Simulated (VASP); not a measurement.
Runs of VASP 6.6.1 on FTl. The cell holds a molecule in a box, 2 atoms: a = 9.000 Å, b = 9.000 Å, c = 12.000 Å, α = 90.00°, β = 90.00°, γ = 90.00°. 

```tsv
task	level	potentials or basis	cell	cutoff (eV)	gap on the mesh (eV)	largest force (eV/Å)
single point	optB88-vdW	VASP PAW PBE potentials, release 64 (F, Tl_d)	as given	520	4.48	0.71
single point	vdW-DF2	VASP PAW PBE potentials, release 64 (F_s, Tl_d)	as given	400	4.34	1.32
atomic charges	PBE+TS	VASP PAW PBE potentials, release 64 (F, Tl_d)	as given	520	4.50	0.69
electron localisation function	PBE	VASP PAW PBE potentials, release 64 (F, Tl_d)	as given	520	4.50	0.69
relaxation of the atoms	r2SCAN+D3(BJ)	VASP PAW PBE potentials, release 64 (F, Tl_d)	atoms relaxed	520	5.05	-
relaxation of the atoms	revPBE	VASP PAW PBE potentials, release 64 (F, Tl_d)	atoms relaxed	520	(a)	-
relaxation of the atoms	BLYP+D3(BJ)	VASP PAW PBE potentials, release 64 (F, Tl_d)	atoms relaxed	520	(b)	-
```

Alike in all rows: no spin polarisation; k mesh 1 × 1 × 1; smearing gaussian 0.01 eV.

Problem. Estimate the missing entries.

Solution. (a) 4.40; (b) 4.31.

Caveats: spin-orbit coupling is left out, which as a rule narrows the gap of such compounds by several tenths of an eV; the PAW data sets were made with another functional, which shifts forces and pressure a little (some runs).

A k mesh can miss the band edges, and the runs leave out spin-orbit coupling on Tl.

Not every run made on this cell is shown here.
